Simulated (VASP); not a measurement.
An input for Ansatz (written as the equivalent of a VASP run, and not itself run):

Ansatz 0.2 input:
```yaml
crystal:
  lattice:
    - [4.7525105, 0.0000000, 0.0000000]
    - [0.0000000, 4.7525105, 0.0000000]
    - [0.0000000, 0.0000000, 3.2260146]
  atoms:
    - { symbol: Mn, position: [0.0000000, 0.0000000, 0.0000000], spin: 5 }
    - { symbol: Mn, position: [0.5000000, 0.5000000, 0.5000000], spin: -5 }
    - { symbol: F, position: [0.3022949, 0.3022949, 1.0000000] }
    - { symbol: F, position: [0.8022949, 0.1977051, 0.5000000] }
    - { symbol: F, position: [0.1977051, 0.8022949, 0.5000000] }
    - { symbol: F, position: [0.6977051, 0.6977051, 0.0000000] }
kpoints:
  mp_grid: { grid: [4, 4, 6] }
hamiltonian:
  xc: lda
  pseudopotentials: { kind: paw }
magnetization: { spin_polarized: true }
scf:
  occupations: { method: gaussian, width: 0.05 }
  max_iter: 100
relax:
  max_steps: 60
  f_tol: 0.02
  cell: {}
output: { forces: true, stress: true, eigenvalues: true }
```

Problem. Translate this input to VASP (INCAR, KPOINTS, POSCAR, choice of POTCAR).

Solution. One answer among several that fit: 
**KPOINTS**
```
Automatic mesh
0
Gamma
4 4 6
0 0 0
```

POSCAR:
```
MnF2
1.0
  4.7525105210   0.0000000000   0.0000000000
  0.0000000000   4.7525105210   0.0000000000
  0.0000000000   0.0000000000   3.2260145915
Mn F
2 4
Cartesian
  0.0000000000   0.0000000000   0.0000000000
  2.3762552605   2.3762552605   1.6130072957
  1.4366598990   1.4366598990   3.2260145915
  3.8129151595   0.9395953615   1.6130072957
  0.9395953615   3.8129151595   1.6130072957
  3.3158506220   3.3158506220   0.0000000000
```

INCAR:
```
! general
SYSTEM  = MnF2
PREC    = Accurate
ENCUT   = 520   ! plane-wave cut-off (eV)
LREAL   = .False.   ! projection in real space or not
LASPH   = .True.

! electronic loop
EDIFF   = 1E-6
NELM    = 100   ! most electronic steps
ALGO    = Normal   ! blocked Davidson
LMAXMIX = 4   ! l cut-off of mixed one-centre charges

! smearing
ISMEAR  = 0
SIGMA   = 0.05

! spin
ISPIN   = 2   ! spin-polarised
MAGMOM  = 5.0 -5.0 4*0.0

! ions
IBRION  = 2   ! conjugate gradients
NSW     = 60
ISIF    = 3
EDIFFG  = -0.02   ! ionic stop

! output
LWAVE   = .False.
LCHARG  = .False.
LORBIT  = 10
```

POTCAR, in this order: Mn_pv F (LDA.64 set). Program: vasp_std.

What does not carry over: each code has its own PAW files, so the cut-off isn't converted (ENCUT is set for VASP's; basis.ecutwfc is left out, and Ansatz then takes the one that its files recommend); Ansatz stops its SCF on the density residual and VASP on the energy change (EDIFF); Ansatz's lda is the Perdew-Wang form, while the LDA potentials of VASP carry Perdew-Zunger's.

The compound is MnF2 in the rutile structure. This run relaxes it. Symmetry was kept, so distortions that lower it aren't found. The start is the result of an earlier pass.
